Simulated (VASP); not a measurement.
Crystal: Ta2N.

```
CELL_PARAMETERS angstrom
3.11286 0.00000 0.00000
-1.55643 2.69582 0.00000
0.00000 0.00000 4.86984
ATOMIC_POSITIONS crystal
Ta 0.66667 0.33333 0.74529
Ta 0.33333 0.66667 0.25471
N 0.00000 0.00000 0.00000
```

The cell comes from a database or a generator and needn't be the stable form of this composition.

| Property | Result |
| --- | --- |
| Program | VASP 6.6.1 |
| Task | relaxation of cell and atoms |
| Functional | r2SCAN |
| Dispersion | rVV10 |
| Potentials or basis | VASP PAW PBE potentials, release 64 (Ta_pv, N) |
| Cutoff | 600 eV |
| k mesh | 15 × 15 × 10 |
| Occupations | gaussian, width 0.1 eV |
| Spin | no spin polarisation |

At the start: pressure -5.6 GPa; volume 13.62 Å³/atom.

**Question.** How do energy, volume and symmetry change on relaxing?

**Answer.** Over 11 steps the energy falls by 6.9 meV/atom and the volume is 13.33 Å³/atom (-2.1 %); space group P-3m1 (No. 164, to 0.05 Å).

Step by step:
```csv
step,energy change (eV),largest force (eV/Å),pressure (GPa),volume (Å³)
1,0.0000,0.1057,-5.59,40.87
2,0.0785,0.4849,16.78,38.12
3,-0.0155,0.2099,0.20,40.05
4,-0.0155,0.2121,0.32,40.04
5,-0.0198,0.0351,0.19,40.00
6,-0.0204,0.0526,0.15,39.98
7,-0.0204,0.0593,0.15,39.98
8,-0.0207,0.0057,-0.27,40.04
9,-0.0207,0.0052,-0.20,40.03
10,-0.0207,0.0245,0.43,39.95
11,-0.0208,0.0045,0.00,40.00
```

Final structure:
```
Ta N
1.0
     3.07190    0.00000    0.00000
    -1.53595    2.66035    0.00000
     0.00000    0.00000    4.89479
Ta N
2 1
Cartesian
  1.5360 0.8868 3.6341
  0.0000 1.7736 1.2607
  0.0000 0.0000 0.0000
```

Caveat: the PAW data sets were made with another functional, which shifts forces and pressure a little.
